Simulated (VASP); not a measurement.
Wanted: the native input for a VASP 6.6.1 run.

- Task: single point
- Functional: PBEsol
- Potentials or basis: VASP PAW PBE potentials, release 64 (Pm, S)
- Cutoff: 520 eV
- k mesh: 6 × 6 × 5
- Occupations: gaussian, width 0.05 eV
- Spin: collinear spin, ferromagnetic start
- Starting moments: [4.0, 0.0] μB
- Hubbard terms: Pm f U = 7 eV
- Further INCAR settings: ALGO = Normal; EDIFF = 1e-06; NBANDS = 22

The structure of PmS lies in POSCAR:

```
PmS
1.0
    3.7551346500      0.0000000000      0.0000000000
   -1.8775673200      3.2520420000      0.0000000000
    0.0000000000      0.0000000000      3.6648253700
Pm S
1 1
Direct
    0.0000000000      0.0000000000      0.0000000000
    0.6666666667      0.3333333333      0.5000000000
```

The cell comes from a database or a generator and needn't be the stable form of this composition.

One way to write it, as run:

INCAR

```
PREC = Accurate ; ENCUT = 520
EDIFF = 1E-6 ; ISMEAR = 0
SIGMA = 0.05 ; LREAL = False
LASPH = True ; NELM = 150
ALGO = Normal ; ISIF = 2
LWAVE = False ; LCHARG = False
ISPIN = 2 ; MAGMOM = 4 0
LORBIT = 11 ; LMAXMIX = 6
LDAU = True ; LDAUTYPE = 2
LDAUL = 3 -1 ; LDAUU = 7 0
LDAUJ = 0 0 ; LDAUPRINT = 1
GGA = PS ; NBANDS = 22
```

KPOINTS

```
regular mesh
0
Gamma
  6 6 5
```

Potentials or basis: VASP PAW PBE potentials, release 64 (Pm, S).

The run is started by

```console
$ cat potpaw_PBE.64/Pm/POTCAR potpaw_PBE.64/S/POTCAR > POTCAR
$ mpirun -np 1 vasp_std > vasp.out
```

It gave:

```yaml
Pressure: 2.9 GPa
Band_gap_on_the_k_mesh: none (metal or under the smearing width)
Net_moment: 4.82 μB per cell
Site_moments: Pm +4.27; S -0.05 μB
Valence_electrons_inside_the_program's_atomic_spheres: Pm 12.28; S 3.75
```

Caveat: the magnetic or orbital state may not be the lowest; the PAW data sets were made with another functional, which shifts forces and pressure a little; spin-orbit coupling is left out, which moves the levels of the heavy elements.

Wall time 89 s on 1 thread of AMD EPYC 7R43 64-Core Processor (Zen 3), on a shared host, peak memory 0.17 GiB.
